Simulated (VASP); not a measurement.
Here is the system:

```
CELL_PARAMETERS angstrom
      1.61464    -2.79663     0.00000
      1.61464     2.79663     0.00000
      0.00000     0.00000     5.18112
ATOMIC_POSITIONS crystal
  Zr 0.33333 0.66667 0.25000
  Zr 0.66667 0.33333 0.75000
```

Method: PBE GGA, VASP's PBE PAW potentials (set 64) (plane waves; VASP). Run with 520 eV cut-off, 15×15×8 Γ-centred mesh, tetrahedra with Blöchl corrections, potentials Zr_sv.

Task: What does the run give for the energy per atom (σ→0), band gap (on the k-mesh) with the smallest direct gap where there is one?

Result: 
The band gap (on the k-mesh) comes out as none (metal, semimetal or under 0.01 eV) and the energy per atom (σ→0) is -8.521 eV/atom.

The compound is Zr in the hcp structure. It was relaxed first.
